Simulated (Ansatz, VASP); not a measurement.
# BiP in two plane-wave programs

Aim: how closely do two programs agree when they are given the same cell, functional and k mesh? The cell is invented: As first built, before any earlier steps moved the atoms (in the runner's words): it takes the Bi structure with some of its atoms replaced by other elements, volume scaled by an estimate. It may not be a known or stable phase. The cell is taken from a series of VASP runs on this material, whose earlier steps may have relaxed, scaled or displaced it; both programs get it as it stands.

Calculated with Ansatz 0.2.0; plane waves, with VASP 6.6.1 beside it; band structure at r2SCAN.

### Step 1. Set-up

It takes space group Pm-3m (No. 221, cubic). The conventional cell has a = 3.597 Å, b = 3.597 Å, c = 3.597 Å, α = 90.00°, β = 90.00°, γ = 90.00°. Nearest to Bi lie 8 P at 3.12 Å. Nearest to P lie 8 Bi at 3.12 Å. As first built, before any earlier steps moved the atoms (in the runner's words): sites of the Bi structure (space group 229) filled with other elements, volume scaled by an estimate. Farther neighbours are not listed.

### Step 2. VASP: band structure, r2SCAN

A single point gives forces, pressure and levels at one fixed geometry, so differences don't come from the geometry; what else differs is listed under the comparison.

Lines of VASP's logs that name or quote its potential files are left out, and so is its time.

Contents of INCAR:

```
SYSTEM = BiP
PREC = Accurate
ENCUT = 400
EDIFF = 1E-06
NELM = 100
ISMEAR = 0
SIGMA = 0.02
LREAL = .FALSE.
ALGO = Normal
METAGGA = R2SCAN
LASPH = .TRUE.
NBANDS = 22
LORBIT = 11
LWAVE = .FALSE.
LCHARG = .FALSE.
KPAR = 4
```

Contents of POSCAR:

```
BiP
1.0
    3.5971690000      0.0000000000      0.0000000000
    0.0000000000      3.5971690000      0.0000000000
    0.0000000000      0.0000000000      3.5971690000
Bi P
1 1
Direct
    0.0000000000      0.0000000000      0.0000000000
    0.5000000000      0.5000000000      0.5000000000
```

Contents of KPOINTS:

```
Automatic mesh
0
Gamma
4 4 4
0 0 0
```

Contents of KPOINTS_OPT:

```
Line mode
16
Line-mode
Reciprocal
  0.00000000   0.00000000   0.00000000 GAMMA
  0.00000000   0.50000000   0.00000000 X

  0.00000000   0.50000000   0.00000000 X
  0.50000000   0.50000000   0.00000000 M

  0.50000000   0.50000000   0.00000000 M
  0.00000000   0.00000000   0.00000000 GAMMA

  0.00000000   0.00000000   0.00000000 GAMMA
  0.50000000   0.50000000   0.50000000 R

  0.50000000   0.50000000   0.50000000 R
  0.00000000   0.50000000   0.00000000 X

  0.50000000   0.50000000   0.00000000 M
  0.50000000   0.50000000   0.50000000 R
```

PAW data sets: Bi_d and P (PBE family, release 64).

Run with:

```
mpirun -np 4 vasp_std
```

Numbers of over 12 decimals in the logs are rounded to 6 here.

What it wrote:

```text
[banner, memory and clock lines left out]
running    4 mpi-ranks, on    1 nodes
 distrk:  each k-point on    1 cores,    4 groups
 distr:  one band on    1 cores,    1 groups

 POSCAR found type information on POSCAR BiP
 POSCAR found :  2 types and       2 ions
|                                                                             |
|               ----> ADVICE to this user running VASP <----                  |
|                                                                             |
|     You enforced a specific xc type in the INCAR file but a different       |
|     [... a line on the potential file left out ...]
|     I HOPE YOU KNOW WHAT YOU ARE DOING!                                     |
|                                                                             |

 LDA part: xc-table for (None), standard interpolation
 POSCAR, INCAR and KPOINTS ok, starting setup
 FFT: planning ... GRIDC
 FFT: planning ... GRID_SOFT
 FFT: planning ... GRID
 WAVECAR not read
 entering main loop
       N       E                     dE             d eps       ncg     rms          rms(c)
DAV:   1     0.924150269314E+02    0.92415E+02   -0.83158E+03   446   0.841E+02
DAV:   2    -0.594549322871E+02   -0.15187E+03   -0.14620E+03   472   0.283E+02
DAV:   3    -0.706631149999E+02   -0.11208E+02   -0.11129E+02   560   0.738E+01
DAV:   4    -0.709209948544E+02   -0.25788E+00   -0.25757E+00   540   0.117E+01
DAV:   5    -0.709309726594E+02   -0.99778E-02   -0.99772E-02   632   0.215E+00    0.307E+00
DAV:   6    -0.663235544445E+02    0.46074E+01   -0.11518E+00   526   0.129E+01    0.187E+00
DAV:   7    -0.663327767162E+02   -0.92223E-02   -0.51572E-02   554   0.166E+00    0.112E+00
DAV:   8    -0.663384727961E+02   -0.56961E-02   -0.15784E-02   690   0.126E+00    0.135E-01
DAV:   9    -0.663385827695E+02   -0.10997E-03   -0.11045E-03   622   0.338E-01    0.709E-02
DAV:  10    -0.663388192327E+02   -0.23646E-03   -0.78676E-04   658   0.231E-01    0.380E-02
DAV:  11    -0.663387937127E+02    0.25520E-04   -0.45824E-05   596   0.685E-02    0.275E-02
DAV:  12    -0.663387767438E+02    0.16969E-04   -0.12623E-04   620   0.132E-01    0.781E-03
DAV:  13    -0.663387750371E+02    0.17067E-05   -0.55782E-06   588   0.245E-02    0.374E-03
DAV:  14    -0.663387749490E+02    0.88125E-07   -0.50319E-07   316   0.678E-03
   1 F= -.66338775E+02 E0= -.66338754E+02  d E =-.428052E-04
 Start KPOINTS_OPT (optional k-point list driver)
k-point batch [1-10\96]
       N       E                     dE             ncg
DAV:   1     0.411306785394E+03   -0.52643E+03      440
DAV:   2    -0.120369701133E+04   -0.16150E+04      472
DAV:   3    -0.132832154903E+04   -0.12462E+03      522
DAV:   4    -0.133143834699E+04   -0.31168E+01      550
DAV:   5    -0.133156456443E+04   -0.12622E+00      608
DAV:   6    -0.133156629118E+04   -0.17268E-02      580
DAV:   7    -0.133156635244E+04   -0.61262E-04      652
DAV:   8    -0.133156635294E+04   -0.50503E-06      432
[...]
k-point batch [91-96\96]
       N       E                     dE             ncg
DAV:   1     0.292259593236E+04   -0.43786E+04      272
DAV:   2     0.203657745457E+04   -0.88602E+03      264
DAV:   3     0.197166486906E+04   -0.64913E+02      392
DAV:   4     0.197043111781E+04   -0.12338E+01      362
DAV:   5     0.197038525763E+04   -0.45860E-01      400
DAV:   6     0.197038493134E+04   -0.32629E-03      378
DAV:   7     0.197038492022E+04   -0.11126E-04      402
DAV:   8     0.197038492016E+04   -0.62453E-07      322
```

OUTCAR, selected parts (step 2):

```text
ion  position               nearest neighbor table
   1  0.000  0.000  0.000-   2 3.12   2 3.12   2 3.12   2 3.12   2 3.12   2 3.12   2 3.12   2 3.12

  LATTYP: Found a simple cubic cell.
 ALAT       =     3.5971690000

 Subroutine GETGRP returns: Found 48 space group operations
 (whereof 48 operations were pure point group operations)

The static configuration has the point symmetry O_h .

 Found     10 irreducible k-points:

   k-points           NKPTS =     10   k-points in BZ     NKDIM =     10   number of bands    NBANDS=     22

   dimension x,y,z NGX =    24 NGY =   24 NGZ =   24
   dimension x,y,z NGXF=    48 NGYF=   48 NGZF=   48

   ENCUT  =  400.0 eV  29.40 Ry    5.42 a.u.   5.87  5.87  5.87*2*pi/ulx,y,z

   NELECT =      20.0000    total number of electrons

 k-points in reciprocal lattice and weights: Automatic mesh
   0.00000000  0.00000000  0.00000000       0.016
   0.25000000  0.00000000  0.00000000       0.094
   0.50000000  0.00000000  0.00000000       0.047
   0.25000000  0.25000000  0.00000000       0.188
   0.50000000  0.25000000  0.00000000       0.188
   0.50000000  0.50000000  0.00000000       0.047
   0.25000000  0.25000000  0.25000000       0.125
   0.50000000  0.25000000  0.25000000       0.188
   0.50000000  0.50000000  0.25000000       0.094
   0.50000000  0.50000000  0.50000000       0.016

 average (electrostatic) potential at core
       1-109.7530       2 -83.9697

 E-fermi :   7.8817

 k-point     1 :       0.0000    0.0000    0.0000
  band No.  band energies     occupation
    ...
      6      -6.6546      2.00000
      7       0.9541      2.00000
      8       5.8329      2.00000
      9       5.8329      2.00000
     10       5.8329      2.00000
     11      12.2186      0.00000
     12      12.2186      0.00000
     13      14.0501      0.00000
     14      14.0501      0.00000
     15      14.0501      0.00000
    ...

 k-point     2 :       0.2500    0.0000    0.0000
  band No.  band energies     occupation
    ...
      6      -5.9269      2.00000
      7      -0.7439      2.00000
      8       5.9523      2.00000
      9       6.5594      2.00000
     10       6.5594      2.00000
     11      11.0632      0.00000
     12      12.1477      0.00000
     13      12.1477      0.00000
     14      12.7614      0.00000
     15      15.9219      0.00000
    ...

 k-point     3 :       0.5000    0.0000    0.0000
  band No.  band energies     occupation
    ...
      4     -15.7023      2.00000
      5     -15.6739      2.00000
      6      -4.1696      2.00000
      7      -3.3533      2.00000
      8       7.6051      2.00000
      9       7.9177      0.01086
     10       7.9757      0.00000
     11       7.9757      0.00000
     12       9.8428      0.00000
     13       9.8428      0.00000
    ...

  Total       -0.2457438     -0.2457438     -0.2457438      0.0000000      0.0000000     -0.0000000
  in kB       -8.4588370     -8.4588370     -8.4588370      0.0000000      0.0000000     -0.0000000
  external PRESSURE =      -8.4588370 kB  Pullay stress =       0.0000000 kB

  energy-cutoff  :      400.00
  volume of cell :       46.55
      direct lattice vectors                 reciprocal lattice vectors
     3.597169000  0.000000000  0.000000000     0.277996391  0.000000000  0.000000000
     0.000000000  3.597169000  0.000000000     0.000000000  0.277996391  0.000000000
     0.000000000  0.000000000  3.597169000     0.000000000  0.000000000  0.277996391

 POSITION                                       TOTAL-FORCE (eV/Angst)
 -----------------------------------------------------------------------------------
      0.00000      0.00000      0.00000         0.000000      0.000000      0.000000
      1.79858      1.79858      1.79858         0.000000      0.000000      0.000000
 -----------------------------------------------------------------------------------
    total drift:                                0.000000      0.000000      0.000000

  FREE ENERGIE OF THE ION-ELECTRON SYSTEM (eV)
  ---------------------------------------------------
  free  energy   TOTEN  =       -66.3387749490 eV

  energy  without entropy=      -66.3387321438  energy(sigma->0) =      -66.33875355

 total charge
# of ion       s       p       d       tot
------------------------------------------
    1        1.572   1.146   9.936  12.654
    2        1.103   1.269   0.000   2.372
--------------------------------------------------
tot          2.675   2.415   9.936  15.026

[... 3 further parts left out ...]
```

The run ends at a pressure of -0.85 GPa.

### Step 3. Ansatz: band structure, r2SCAN

Ansatz runs on its default PAW (the set named soft_2) files.

The same cell, functional, mesh and smearing now go to Ansatz, which takes its cutoff from its data sets.

Contents of input.yaml:

```yaml
crystal:
  lattice:
    - [3.597169, 0.0, 0.0]
    - [0.0, 3.597169, 0.0]
    - [0.0, 0.0, 3.597169]
  atoms:
    - { symbol: Bi, position: [0.0, 0.0, 0.0] }
    - { symbol: P, position: [0.5, 0.5, 0.5] }
hamiltonian:
  xc: r2scan
  pseudopotentials: { kind: paw }
kpoints:
  mp_grid: { grid: [4, 4, 4] }
  band_path:
    path:
      - [0.0, 0.0, 0.0]
      - [0.0, 0.1, 0.0]
      - [0.0, 0.2, 0.0]
      - [0.0, 0.3, 0.0]
      - [0.0, 0.43333, 0.0]
      - [0.0, 0.5, 0.0]
      - [0.1, 0.5, 0.0]
      - [0.2, 0.5, 0.0]
      - [0.33333, 0.5, 0.0]
      - [0.43333, 0.5, 0.0]
      - [0.5, 0.5, 0.0]
      - [0.36667, 0.36667, 0.0]
      - [0.26667, 0.26667, 0.0]
      - [0.16667, 0.16667, 0.0]
      - [0.06667, 0.06667, 0.0]
      - [0.03333, 0.03333, 0.03333]
      - [0.13333, 0.13333, 0.13333]
      - [0.23333, 0.23333, 0.23333]
      - [0.33333, 0.33333, 0.33333]
      - [0.46667, 0.46667, 0.46667]
      - [0.46667, 0.5, 0.46667]
      - [0.36667, 0.5, 0.36667]
      - [0.23333, 0.5, 0.23333]
      - [0.13333, 0.5, 0.13333]
      - [0.03333, 0.5, 0.03333]
      - [0.5, 0.5, 0.03333]
      - [0.5, 0.5, 0.16667]
      - [0.5, 0.5, 0.26667]
      - [0.5, 0.5, 0.36667]
      - [0.5, 0.5, 0.5]
    npoints: 1
scf:
  occupations: { method: gaussian, width: 0.02 }
  n_extra_bands: 7
output:
  forces: true
  stress: true
  eigenvalues: true
  write_density: true
  write_potential: true
  elf: true
  volumetric_format: npy
```

Run with:

```
ansatz run input.yaml --threads 2 --pin off --max-ram 4608MiB --backend cpu --events-out ev --progress --plain --runs-dir out
```

What it wrote:

```text
scf.n_extra_bands = 7 over 10 filled bands (N_el = 20.0): the run solves 17 bands
Engine: ansatz 0.2.0, aarch64-unknown-linux-gnu
Pseudopotentials: kind: paw
Pseudopotential: Bi, paw, valence charge 15, recommended cutoff 500 eV (meta_gga), Bi.paw.azcp
Pseudopotential: P, paw, valence charge 5, recommended cutoff 500 eV (meta_gga), P.paw.azcp
Functional definition: r2SCAN
  parameter k0 = 0.174
  parameter k1 = 0.065
  parameter a1 = 4.9479
  exchange = r2scan_x(k0 = k0, k1 = k1, a1 = a1)
  correlation = r2scan_c
Crystal: 2 atoms, lattice volume = 46.546 Å³
Basis set: ecut = 500 eV, 1213 PW (Γ), exchange–correlation on 108×108×108 points (64 copies of the dense FFT grid, shifted against one another)
Bands: 17, of which v1, the nominal top of the filled ones, is band 10 counted from 1 (9 counted from 0)
Symmetry: 48 space group operations
Space group: Pm-3m (ITA 221), of the structure as read, at distance tolerance 3.6e-5 Å
k-points: 10 of 64
Non-local potential: Bi, projectors of the file, l = 0: 2, l = 1: 2, l = 2: 2, l = 3: 2
Non-local potential: P, projectors of the file, l = 0: 2, l = 1: 2, l = 2: 2
PAW form: soft (Blöchl's): semilocal exchange-correlation on the pseudo side does not see the compensation charge
PAW frozen core: Bi, regenerated for the run's functional (the file was generated under x = pbe(κ = 0.804, μ = 0.219515), c = pbe(β = 0.066725))
PAW frozen core: P, regenerated for the run's functional (the file was generated under x = pbe(κ = 0.804, μ = 0.219515), c = pbe(β = 0.066725))
PAW one-centre angular grid: Bi, 590 points (default); XC on 160 Gauss nodes
PAW one-centre angular grid: P, 302 points (default); XC on 160 Gauss nodes
Initial density: superposition of atomic densities (neutral atoms: chi_scale 0, normalization atom), corrected by the library's trained network
Initial wavefunctions: pseudopotential atomic-orbital guess
Functional: x = r2scan, c = r2scan; τ floored in thin density (d = 2e-4 eV/Å³)
SCF iter   1: F=—  HF=-13169.105813 eV  |F-HF|=—  |Δ(HF+E_count)|=         —  Δρ=8.64e-3  dr2=8.63e-2  dr2_τ=1.60e-3  ethr=1.77e-3  ⟨swp⟩=6.1  Hψ=985  notcnv=0
preconditioner: auto → none  [insulator: Δε(μ)=0.136 eV  Ē_g=21.758 eV  σ=0.020 eV  W_gap=1.00  n_scr=6 (ndim 8)  ℏωp=24.3 eV  f_vac=0.000  D(μ)=0.00/eV (n_scr^D=0)  ε∞_Penn≈2.3]
SCF iter   2: F=—  HF=-13169.102976 eV  |F-HF|=—  |Δ(HF+E_count)|=   2.84e-3  Δρ=4.45e-3  dr2=2.24e-2  dr2_τ=9.76e-4  ethr=4.32e-4  ⟨swp⟩=3.4  Hψ=372  notcnv=0  defer=21
SCF iter   3: F=—  HF=-13169.098949 eV  |F-HF|=—  |Δ(HF+E_count)|=   4.03e-3  Δρ=1.19e-3  dr2=5.63e-4  dr2_τ=3.89e-5  ethr=1.12e-4  ⟨swp⟩=2.7  Hψ=239  notcnv=0  defer=21
SCF iter   4: F=—  HF=-13169.099746 eV  |F-HF|=—  |Δ(HF+E_count)|=   7.98e-4  Δρ=6.47e-4  dr2=3.77e-4  dr2_τ=1.07e-5  ethr=2.81e-6  ⟨swp⟩=2.5  Hψ=274  notcnv=0  defer=21
SCF iter   5: F=—  HF=-13169.099668 eV  |F-HF|=—  |Δ(HF+E_count)|=   7.81e-5  Δρ=3.58e-4  dr2=1.28e-4  dr2_τ=1.20e-6  ethr=1.89e-6  ⟨swp⟩=1.0  Hψ=149  notcnv=0  defer=21
SCF iter   6: F=—  HF=-13169.099633 eV  |F-HF|=—  |Δ(HF+E_count)|=   3.55e-5  Δρ=8.39e-5  dr2=7.12e-6  dr2_τ=6.14e-8  ethr=6.39e-7  ⟨swp⟩=1.7  Hψ=159  notcnv=0  defer=21
SCF iter   7: F=—  HF=-13169.099630 eV  |F-HF|=—  |Δ(HF+E_count)|=   2.73e-6  Δρ=5.48e-6  dr2=2.44e-8  dr2_τ=5.48e-10  ethr=5.00e-10  ⟨swp⟩=14.8  Hψ=1450  notcnv=0
SCF iter   8: F=-13169.099630 eV  HF=-13169.099630 eV  |F-HF|=2.29e-10  |Δ(HF+E_count)|=   4.26e-9  Δρ=6.57e-7  dr2=3.97e-10  dr2_τ=5.41e-12  ethr=1.22e-10  ⟨swp⟩=6.7  Hψ=818  notcnv=0
SCF 1 converged in 8 iterations: F = -13169.099630 eV  dr2 = 3.97e-10
  greatest PAW one-centre occupation: 0.987 electrons in one spin orbital (limit 2), on the Bi atom at site 0 (counted from 0), in its partial waves of l = 2
NSCF: frozen V_eff on 30 k-points
SCF converged after 8 iterations
Free energy (F): -13169.099630 eV
Harris-Foulkes:  -13169.099630 eV  (|F-HF|=2.29e-10)
Internal energy: -13169.099606 eV  (E = F + TS)
E sigma→0 (E₀):  -13169.099618 eV
Entropy (-TS):   -0.000024 eV (-0.012 meV/atom)
Fermi energy:    10.885096 eV
--- Per-component energies (eV) ---
  E_band       = -77.592355
  E_kinetic    = 368.332552
  E_local      = -1489.869181  (includes V_loc(G=0)·N_el)
  E_nonlocal   = 595.289665
  E_hartree    = 479.181143
  E_xc         = -198.689059
  E_vxc        = -220.739332  (∫ρ·V_xc dr)
  E_paw        = -11263.634692  (= ΣΔE_a)
  E_vpaw       = -302.686905  (= ΣTr[D̂ρ^β])
  E_aug_tail   = -0.000264  (compensation charges beyond the density's cutoff)
  E_vtau       = 13.718506  (kinetic-family band-sum trace: ∫τ·v_τ [+ j·A + Jᵃ·Aᵃ] dr)
  E_ewald      = -1660.494476
  E_core_change = 0.784705  (= ΣΔE_core)
  E_smearing   = -0.000024  (= −TS)
  E_closure    = 0.000000  (closes the sum)
  Σ components = -13169.099630   (vs F -13169.099630, Δ=0.00e0)
--- Forces (eV/Å), atoms counted from 1 ---
  atom   1  Bi    -0.00000000    -0.00000000     0.00000000
  atom   2  P     -0.00000000    -0.00000000     0.00000000
  max |Σ_I F_I| component: 9.86e-31 eV/Å
--- Stress (GPa, compression-positive) ---
       -0.826408       0.000000       0.000000
        0.000000      -0.826408       0.000000
        0.000000       0.000000      -0.826408
  P = ⅓ Tr σ = -0.8264 GPa (-8.264 kbar)
--- Band table (eV; the first three rows and the last of 10) ---
  k-point 0: bands = [... 6 lower, 3.9782, 8.8317, 8.8317, 8.8317, 15.1892, 15.1892, 17.0607, 17.0607, ... 3 higher]
  k-point 1: bands = [... 6 lower, 2.2714, 8.9575, 9.5585, 9.5585, 14.0721, 15.1476, 15.1476, 15.7264, ... 3 higher]
  k-point 2: bands = [... 6 lower, -0.3512, 10.6171, 10.9243, 10.9771, 10.9771, 12.8377, 12.8377, 16.7010, ... 3 higher]
  k-point 9: bands = [... 6 lower, 1.8041, 8.1391, 8.1391, 8.1391, 8.4341, 8.4341, 8.4341, 26.7746, ... 3 higher]
```

Run time: 3.8 s. Hardware: 2 threads of Arm Neoverse N1, shared host; peak memory 0.37 GiB.

### Step 4. Comparison

Known differences besides the potentials themselves: VASP keeps PBE cores, Ansatz makes them for the functional; the cutoff is 500 eV in Ansatz and 400 eV in VASP. Total energies have different zeros and are not compared.

The two programs side by side:

```tsv
quantity	Ansatz	VASP	difference
pressure (GPa)	-0.83	-0.85	+0.02
```

Levels from 3 eV below to 2 eV above the Fermi level differ by 5 meV r.m.s. and 8 meV at most; each VASP level is matched to the nearest of Ansatz, which flatters the figure a little. Ansatz's pressure holds a Pulay correction of 0.02 GPa; VASP's holds none.

### Step 5. Outcome

```yaml
r_m_s_difference_of_levels_near_the_fermi_level_band_structure_r2scan: 5.3 meV
```

In words: The r.m.s. difference of levels near the Fermi level is 5.3 meV (band structure, r2SCAN), within the 80 meV picked in this series as the mark of a large difference. How closely two codes agree says nothing of how well the functional describes the real material.

[Lines on the potential files, build, host, timing and source positions are cut from VASP's logs without a mark.]

[Logs are printed without paths, hosts, clocks, repeated set-up lines and the standing remarks that a program may print on its own settings, such as how far it seeks lower states.]

[Hosts, paths, dates, database ids (printed as entryN), source tags and the programs' standing remarks are cut or masked in the printed files.]
